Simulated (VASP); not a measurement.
A VASP calculation is set up with these files.

**POSCAR**
```
GaSb
1.0
  0.0000000000   3.0867915311   3.0867915311
  3.0867915311   0.0000000000   3.0867915311
  3.0867915311   3.0867915311   0.0000000000
Ga Sb
1 1
direct
  0.0000000000   0.0000000000   0.0000000000
  0.2500000000   0.2500000000   0.2500000000
```

### KPOINTS
```
Automatic mesh
0
Gamma
9 9 9
0 0 0
```

INCAR:
```
! general
SYSTEM   =  GaSb
PREC     =  Accurate
ENCUT    =  520
LREAL    =  F
LASPH    =  T

! electronic loop
EDIFF    =  1E-6
NELM     =  100
ALGO     =  Normal
LMAXMIX  =  4

! smearing
ISMEAR   =  1
SIGMA    =  0.1

! functional
GGA      =  PE
IVDW     =  11

! ions
IBRION   =  2
NSW      =  60
ISIF     =  3
EDIFFG   =  -0.01

! output
LWAVE    =  F
LCHARG   =  F
```

POTCAR, in this order: Ga_d Sb (PBE.64 set). Program: vasp_std.

Problem. Translate this PBE-D3 (zero damping) calculation to Quantum ESPRESSO's pw.x.

Solution. One equivalent input (not run):
```
&CONTROL
  calculation = 'vc-relax'
  pseudo_dir = './pseudo'
  outdir = './out'
  tprnfor = .true.
  tstress = .true.
  nstep = 60
  forc_conv_thr = 0.00039
/
&SYSTEM
  ibrav = 0
  nat = 2
  ntyp = 2
  ecutwfc = 80
  occupations = 'smearing'
  smearing = 'methfessel-paxton'
  degauss = 0.00735
  input_dft = 'pbe'
  vdw_corr = 'grimme-d3'
  dftd3_version = 3
  dftd3_threebody = .false.
/
&ELECTRONS
  conv_thr = 7.3e-08
  electron_maxstep = 100
/
&IONS
/
&CELL
/
ATOMIC_SPECIES
  Ga 69.723 Ga.upf
  Sb 121.760 Sb.upf
CELL_PARAMETERS angstrom
     0.0000000    3.0867915    3.0867915
     3.0867915    0.0000000    3.0867915
     3.0867915    3.0867915    0.0000000
ATOMIC_POSITIONS crystal
  Ga   0.0000000  0.0000000  0.0000000
  Sb   0.2500000  0.2500000  0.2500000
K_POINTS automatic
  9 9 9 0 0 0
```
The two are equivalent in intent, not identical: the potentials are each code's own (VASP's PAW set, PseudoDojo norm-conserving files in pw.x), so ENCUT and ecutwfc are chosen apart and not converted; conv_thr bounds pw.x's estimated SCF error, while EDIFF bounds the energy change between steps; forc_conv_thr acts on force components and is met together with etot_conv_thr.

The compound is GaSb in the zinc blende structure. It was relaxed first. The start is the result of an earlier pass.
